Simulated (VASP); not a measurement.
Crystal: HfRe.

```
CELL_PARAMETERS angstrom
2.82520 0.00000 0.00000
-1.41260 2.44669 0.00000
0.00000 0.00000 5.64304
ATOMIC_POSITIONS crystal
Hf 0.00000 0.00000 0.00000
Re 0.00000 0.00000 0.50000
```

The cell was built by a generator and needn't be a form met in nature.

* Program: VASP 6.6.1
* Task: relaxation of cell and atoms
* Functional: r2SCAN
* Dispersion: rVV10
* Potentials or basis: VASP PAW PBE potentials, release 64 (Hf_pv, Re)
* Cutoff: 600 eV
* k mesh: 11 × 11 × 5
* Occupations: methfessel-paxton, width 0.1 eV
* Spin: no spin polarisation

At the start: pressure -9.6 GPa; volume 19.50 Å³/atom.

Task: Where does the relaxation end?

Result: Over 10 steps the energy falls by 79.2 meV/atom and the volume is 18.30 Å³/atom (-6.2 %); space group P6/mmm (No. 191, to 0.05 Å).

The path:
```tsv
step	energy change (eV)	largest force (eV/Å)	pressure (GPa)	volume (Å³)
1	0.0000	0.0000	-9.56	39.01
2	0.2784	0.0000	28.90	32.67
3	-0.1532	0.0000	0.92	36.45
4	-0.1537	0.0000	1.46	36.35
5	-0.1538	0.0000	1.70	36.29
6	-0.1508	0.0000	-1.79	36.98
7	-0.1583	0.0000	0.10	36.59
8	-0.1583	0.0000	0.11	36.58
9	-0.1583	0.0000	-0.09	36.63
10	-0.1583	0.0000	0.00	36.61
```

Final structure:
```
CELL_PARAMETERS angstrom
2.81627 0.00000 0.00000
-1.40814 2.43897 0.00000
0.00000 0.00000 5.32924
ATOMIC_POSITIONS crystal
Hf 0.00000 0.00000 0.00000
Re 0.00000 0.00000 0.50000
```

Caveat: the PAW data sets were made with another functional, which shifts forces and pressure a little.
